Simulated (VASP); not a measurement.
## YCI (space group C2/m): computed properties

The numbers are results of PBEsol GGA, VASP's PBE PAW potentials (set 64) (plane waves; VASP), not measurements.

```yaml
space_group: C2/m (12)
cell: a = 7.1763 Å, b = 3.8492 Å, c = 10.6498 Å, α = 90.00°, β = 93.90°, γ = 90.00°
volume_per_atom: 24.46 Å³/atom
band gap (over mesh and band path): none (metal, semimetal or under 0.01 eV)
band_gap_with_spin_orbit_coupling: none (metallic)
density: 5.16 g/cm³
```

```cif
data_C4I4Y4
_chemical_formula_sum 'Y4 C4 I4'
_space_group_name_H-M_alt 'C2/m'
_space_group_IT_number 12
_space_group_name_Hall '-C 2y'
_cell_length_a 7.17633
_cell_length_b 3.84917
_cell_length_c 10.64985
_cell_angle_alpha 90.000
_cell_angle_beta 93.903
_cell_angle_gamma 90.000
loop_
_atom_site_label
_atom_site_type_symbol
_atom_site_symmetry_multiplicity
_atom_site_Wyckoff_symbol
_atom_site_fract_x
_atom_site_fract_y
_atom_site_fract_z
_atom_site_occupancy
Y1 Y 4 i 0.14291 0.00000 0.12887 1
C1 C 4 i 0.42210 0.00000 0.03019 1
I1 I 4 i 0.17408 0.00000 0.67526 1
```
(The calculation used a cell of 6 atoms; values per cell refer to that cell.)

Without a dispersion term in the relaxation, distances and binding between the weakly bound layers, chains or molecules are unreliable, and so is what depends on them. Unless said otherwise, spin-orbit coupling is left out, though it shifts the bands of the heavy elements here.

The structure comes from a computed database's YCI entry (C2/m); how it stands against other phases isn't given here. It was relaxed first. Symmetry was kept, so distortions that lower it aren't found.
